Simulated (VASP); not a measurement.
These are PBEsol GGA, VASP's PBE PAW potentials (set 64) (plane waves; VASP) values and carry that method's errors.

VASP ran on this input.

File POSCAR:
```
SnTe
1
    0.0000000000     3.1600000000     3.1600000000
    3.1600000000     0.0000000000     3.1600000000
    3.1600000000     3.1600000000     0.0000000000
Sn Te
1 1
Direct
  0.0000000000   0.0000000000   0.0000000000
  0.5000000000   0.5000000000   0.5000000000
```

INCAR:
```
# general
SYSTEM  = SnTe
PREC    = Accurate
ENCUT   = 400   # plane-wave cut-off (eV)
LREAL   = .FALSE.   # projection in real space or not
LASPH   = .TRUE.

# electronic loop
EDIFF   = 1E-6   # SCF stop (eV)
NELM    = 100
ALGO    = Normal   # blocked Davidson
LMAXMIX = 4   # l cut-off of mixed one-centre charges

# smearing
ISMEAR  = 0
SIGMA   = 0.05   # width (eV)

# functional
GGA     = PS

# ions
IBRION  = 2
NSW     = 60   # most ionic steps
ISIF    = 3   # ions, shape and volume
EDIFFG  = -0.01   # ionic stop

# output
LWAVE   = .FALSE.
LCHARG  = .FALSE.
```

KPOINTS:
```
Regular mesh
0
G
 7 7 7
0 0 0
```

POTCAR, in this order: Sn_d Te (PBE.64 set). Program: vasp_std.

What VASP printed:

OUTCAR:
```
 ion  position               nearest neighbor table
   1  0.000  0.000  0.000-   2 3.16   2 3.16   2 3.16   2 3.16   2 3.16   2 3.16
   2  0.500  0.500  0.500-   1 3.16   1 3.16   1 3.16   1 3.16   1 3.16   1 3.16
  LATTYP: Found a face centered cubic cell.
 ALAT       =     6.3200000000
 Subroutine PRICEL returns:
 Original cell was already a primitive cell.
 Subroutine GETGRP returns: Found 48 space group operations
The static configuration has the point symmetry O_h .
The dynamic configuration has the point symmetry O_h .
 Subroutine INISYM returns: Found 48 space group operations
 Subroutine IBZKPT returns following result:
 Found     20 irreducible k-points:

 Following reciprocal coordinates:
            Coordinates               Weight
  0.000000  0.000000  0.000000      1.000000
  0.142857  0.000000  0.000000      8.000000
  0.285714  0.000000  0.000000      8.000000
  0.428571  0.000000  0.000000      8.000000
  0.142857  0.142857  0.000000      6.000000
  0.285714  0.142857  0.000000     24.000000
  0.428571  0.142857  0.000000     24.000000
 -0.428571  0.142857  0.000000     24.000000
 -0.285714  0.142857  0.000000     24.000000
 -0.142857  0.142857  0.000000     12.000000
  0.285714  0.285714  0.000000      6.000000
  0.428571  0.285714  0.000000     24.000000
 -0.428571  0.285714  0.000000     24.000000
 -0.285714  0.285714  0.000000     12.000000
  0.428571  0.428571  0.000000      6.000000
 -0.428571  0.428571  0.000000     12.000000
  0.428571  0.285714  0.142857     24.000000
 -0.428571  0.285714  0.142857     48.000000
 -0.428571  0.428571  0.142857     24.000000
 -0.285714  0.428571  0.142857     24.000000
   k-points           NKPTS =     20   k-points in BZ     NKDIM =     20   number of bands    NBANDS=     14
   number of dos      NEDOS =    301   number of ions     NIONS =      2
   total plane-waves  NPLWV =  27000
   dimension x,y,z NGX =    30 NGY =   30 NGZ =   30
...
```

File OSZICAR:
```
       N       E                     dE             d eps       ncg     rms          rms(c)
DAV:   1     0.113435412394E+03    0.11344E+03   -0.86303E+03   566   0.136E+03
DAV:   2     0.831226191248E+00   -0.11260E+03   -0.11117E+03   596   0.326E+02
DAV:   3    -0.816170772877E+01   -0.89929E+01   -0.88374E+01   734   0.913E+01
DAV:   4    -0.839055144959E+01   -0.22884E+00   -0.22879E+00   638   0.159E+01
DAV:   5    -0.839963710304E+01   -0.90857E-02   -0.90855E-02   764   0.291E+00    0.472E+00
DAV:   6    -0.834485849238E+01    0.54779E-01   -0.13236E-01   728   0.319E+00    0.301E+00
DAV:   7    -0.834290814936E+01    0.19503E-02   -0.47743E-02   718   0.157E+00    0.735E-01
DAV:   8    -0.834230212337E+01    0.60603E-03   -0.70769E-03   674   0.821E-01    0.156E-01
DAV:   9    -0.834235910438E+01   -0.56981E-04   -0.51786E-04   672   0.226E-01    0.335E-02
DAV:  10    -0.834234907668E+01    0.10028E-04   -0.50510E-05   676   0.707E-02    0.212E-02
DAV:  11    -0.834234927378E+01   -0.19710E-06   -0.25106E-05   676   0.461E-02    0.203E-02
DAV:  12    -0.834234887907E+01    0.39471E-06   -0.22137E-06   520   0.135E-02
   1 F= -.83423489E+01 E0= -.83423489E+01  d E =-.834235E+01
       N       E                     dE             d eps       ncg     rms          rms(c)
DAV:   1    -0.842943103780E+01   -0.87082E-01   -0.18690E+00   680   0.218E+01    0.170E+00
DAV:   2    -0.836132743903E+01    0.68104E-01   -0.11969E-01   680   0.598E+00    0.705E-01
DAV:   3    -0.834528028265E+01    0.16047E-01   -0.47419E-02   686   0.341E+00    0.144E-01
DAV:   4    -0.834481850896E+01    0.46177E-03   -0.12718E-03   598   0.345E-01    0.143E-01
DAV:   5    -0.834459403531E+01    0.22447E-03   -0.20450E-04   820   0.109E-01    0.337E-02
DAV:   6    -0.834458852786E+01    0.55074E-05   -0.27312E-05   704   0.920E-02    0.704E-03
DAV:   7    -0.834458809527E+01    0.43259E-06   -0.86132E-07   286   0.102E-02
   2 F= -.83445881E+01 E0= -.83445881E+01  d E =-.223922E-02
       N       E                     dE             d eps       ncg     rms          rms(c)
DAV:   1    -0.835057980194E+01   -0.59913E-02   -0.12929E-01   680   0.595E+00    0.439E-01
DAV:   2    -0.834604917497E+01    0.45306E-02   -0.77781E-03   680   0.152E+00    0.184E-01
DAV:   3    -0.834494512818E+01    0.11040E-02   -0.32829E-03   686   0.896E-01    0.366E-02
DAV:   4    -0.834490998263E+01    0.35146E-04   -0.85724E-05   598   0.903E-02    0.379E-02
DAV:   5    -0.834488989595E+01    0.20087E-04   -0.14429E-05   812   0.294E-02    0.815E-03
DAV:   6    -0.834488941301E+01    0.48294E-06   -0.17645E-06   280   0.242E-02
   3 F= -.83448894E+01 E0= -.83448894E+01  d E =-.254053E-02
```

File OUTCAR:
```
------------------------ aborting loop because EDIFF is reached ----------------------------------------
  FORCE on cell =-STRESS in cart. coord.  units (eV):
  Direction    XX          YY          ZZ          XY          YZ          ZX
  --------------------------------------------------------------------------------------
  Total       -0.0032083     -0.0032083     -0.0032083      0.0000000      0.0000000     -0.0000000
  in kB       -0.0828166     -0.0828166     -0.0828166      0.0000000      0.0000000     -0.0000000
  external PRESSURE =      -0.0828166 kB  Pullay stress =       0.0000000 kB
  volume of cell :       62.07
      direct lattice vectors                 reciprocal lattice vectors
     0.000000000  3.142540344  3.142540344    -0.159106947  0.159106947  0.159106947
     3.142540344  0.000000000  3.142540344     0.159106947 -0.159106947  0.159106947
     3.142540344  3.142540344  0.000000000     0.159106947  0.159106947 -0.159106947
 POSITION                                       TOTAL-FORCE (eV/Angst)
 -----------------------------------------------------------------------------------
      0.00000      0.00000      0.00000         0.000000      0.000000     -0.000000
      3.14254      3.14254      3.14254         0.000000     -0.000000      0.000000
 -----------------------------------------------------------------------------------
    total drift:                               -0.000000      0.000000      0.000000
  FREE ENERGIE OF THE ION-ELECTRON SYSTEM (eV)
  ---------------------------------------------------
  free  energy   TOTEN  =        -8.3448894130 eV

  energy  without entropy=       -8.3448894130  energy(sigma->0) =       -8.34488941

 reached required accuracy - stopping structural energy minimisation
```
(Selected blocks of OUTCAR.)

### CONTCAR
```
SnTe
   1.00000000000000
     0.0000000000000000    3.1425403435172399    3.1425403435172399
     3.1425403435172399    0.0000000000000000    3.1425403435172399
     3.1425403435172399    3.1425403435172399    0.0000000000000000
  Sn              Te
     1     1
Direct
     0.0000000000000000    0.0000000000000000    0.0000000000000000
     0.5000000000000000    0.5000000000000000    0.5000000000000000
```

The compound is SnTe in the rock salt structure, which distorts at low temperature. This run relaxes it. Symmetry was kept, so distortions that lower it aren't found.
